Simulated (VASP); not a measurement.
OSZICAR of a VASP run on C$_{32}$Si$_{31}$:

OSZICAR:
```
       N       E                     dE             d eps       ncg     rms          rms(c)
DAV:   1    -0.549795860117E+03   -0.54980E+03   -0.10290E+01   632   0.787E+00    0.148E+01
DAV:   2    -0.549879494005E+03   -0.83634E-01   -0.45207E-01   708   0.165E+00    0.105E+01
DAV:   3    -0.549881940469E+03   -0.24465E-02   -0.20810E-01   730   0.941E-01    0.641E+00
DAV:   4    -0.549886231016E+03   -0.42905E-02   -0.40187E-02   768   0.357E-01    0.375E+00
DAV:   5    -0.549886627652E+03   -0.39664E-03   -0.18438E-02   786   0.270E-01    0.213E+00
DAV:   6    -0.549888551871E+03   -0.19242E-02   -0.96792E-03   754   0.172E-01    0.122E+00
DAV:   7    -0.549889435458E+03   -0.88359E-03   -0.43421E-03   812   0.888E-02    0.703E-01
DAV:   8    -0.549890132964E+03   -0.69751E-03   -0.28046E-03   788   0.655E-02    0.399E-01
DAV:   9    -0.549890514468E+03   -0.38150E-03   -0.13201E-03   874   0.507E-02    0.232E-01
DAV:  10    -0.549890736833E+03   -0.22237E-03   -0.74420E-04   810   0.408E-02    0.132E-01
DAV:  11    -0.549890864816E+03   -0.12798E-03   -0.37504E-04   772   0.249E-02    0.785E-02
DAV:  12    -0.549890933241E+03   -0.68425E-04   -0.21181E-04   746   0.172E-02    0.478E-02
DAV:  13    -0.549890971441E+03   -0.38200E-04   -0.11636E-04   626   0.134E-02    0.299E-02
DAV:  14    -0.549890992132E+03   -0.20691E-04   -0.63878E-05   586   0.110E-02    0.192E-02
DAV:  15    -0.549891003618E+03   -0.11486E-04   -0.34107E-05   500   0.824E-03    0.127E-02
DAV:  16    -0.549891009870E+03   -0.62515E-05   -0.18856E-05   436   0.607E-03
   1 F= -.54989101E+03 E0= -.54989101E+03  d E =-.544334E-13  mag=     1.0000
```

Which electronic solver shows in the log?

It is blocked Davidson (ALGO = Normal, or the opening steps of other solvers). The INCAR had ALGO = Normal.

How was spin treated?

Collinear spin (ISPIN = 2): the summary line carries one mag value, 1.00 μB in the cell.

Can the final energy be trusted as converged?

The calculation finished and met its thresholds. It stopped with EDIFF = 1E-5, NELM = 50 (HSE06 screened hybrid, plane waves, VASP's PBE PAW potentials (set 64)).  The cell is charged, with a uniform compensating background. The supercell is sampled at Γ alone, which is coarse: total energies, pressure and levels can be off, energies of defects by several tenths of an eV.

The cell is a supercell with a defect, built from SiC (zinc blende): vac_Si, charge +1. The cell's shape comes from a PBE relaxation. The total moment is imposed (NUPDOWN), so this need not be the lowest spin state.
